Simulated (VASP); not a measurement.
Wanted: the native input for a VASP 6.6.1 run.

```yaml
Task: single point
Functional: r2SCAN
Potentials_or_basis: VASP PAW PBE potentials, release 64 (Ga_d, Sb)
Cutoff: 520 eV
k_mesh: 10 × 10 × 10
Occupations: gaussian, width 0.1 eV
Spin: no spin polarisation
Further_INCAR_settings: ALGO = Normal; EDIFF = 1e-06; NBANDS = 30
```

The structure of Ga3Sb lies in POSCAR:

```
Ga3Sb
1.0
   -2.2295800000      2.2295800000      4.4552400000
    2.2295800000     -2.2295800000      4.4552400000
    2.2295800000      2.2295800000     -4.4552400000
Ga Sb
3 1
Direct
    0.7500000000      0.2500000000      0.5000000000
    0.2500000000      0.7500000000      0.5000000000
    0.5000000000      0.5000000000      0.0000000000
    0.0000000000      0.0000000000      0.0000000000
```

The cell was built by a generator and needn't be a form met in nature.

The input as run:

INCAR

```
ALGO = Normal
EDIFF = 1E-6
ENCUT = 520
ISIF = 2
ISMEAR = 0
KPAR = 4
LASPH = True
LCHARG = False
LMIXTAU = True
LREAL = False
LWAVE = False
METAGGA = R2SCAN
NBANDS = 30
NELM = 150
PREC = Accurate
SIGMA = 0.1
```

KPOINTS

```
k-points
0
Gamma
  10 10 10
```

Potentials or basis: VASP PAW PBE potentials, release 64 (Ga_d, Sb).

Command:

```console
$ cat potpaw_PBE.64/Ga_d/POTCAR potpaw_PBE.64/Sb/POTCAR > POTCAR
$ mpirun -np 4 vasp_std > vasp.out
```

It gave:

The pressure is -1.8 GPa and the band gap on the k mesh is none (metal or under the smearing width).

Caveat: the PAW data sets were made with another functional, which shifts forces and pressure a little.

Run time: 15 min on 4 MPI ranks on Intel(R) Xeon(R) Platinum 8375C CPU @ 2.90GHz (Ice Lake), on a shared host, peak memory 0.43 GiB a rank.
